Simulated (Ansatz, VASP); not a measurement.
Two plane-wave programs on Ta4W

```
Ta W
1.0
    -1.61575    1.61575    8.07875
     1.61575   -1.61575    8.07875
     1.61575    1.61575   -8.07875
Ta W
4 1
Direct
  0.60000 0.60000 0.00000
  0.20000 0.20000 0.00000
  0.80000 0.80000 0.00000
  0.40000 0.40000 0.00000
  0.00000 0.00000 0.00000
```

Alike in both runs: task single point; functional PBE; k mesh 8 × 8 × 8; occupations gaussian, width 0.1 eV; no spin polarisation.

|  | VASP | Ansatz |
| --- | --- | --- |
| version | VASP 6.6.1 | Ansatz 0.2.0 |
| potentials or method | VASP PAW PBE potentials, release 64 (Ta_pv, W_sv) | scalar-relativistic, plane waves, PAW |
| plane-wave cutoff (eV) | 520 | 420 |
| valence electrons in the cell | 58 | 66 |

```csv
,VASP,Ansatz,Ansatz less VASP
gap on the k mesh at the Fermi level (eV),none,none,-
pressure (GPa),11.9,11.6,-0.28
largest component of the traceless stress (GPa),0.14,0.14,-0.001
rms of the force components (eV/Å),0.390,0.393,+0.0032
```

Atom by atom the forces differ by 0.003 eV/Å (rms over components). A gap of «none» marks a metal or a gap that the smearing closes. The two sets of potentials don't hold the same shells in valence.

Caveats: forces of over 1 eV/Å show positions far from the minimum, so gaps and moduli don't describe the material at rest. The runs have no spin-orbit coupling, so splittings on Ta, W are missing.
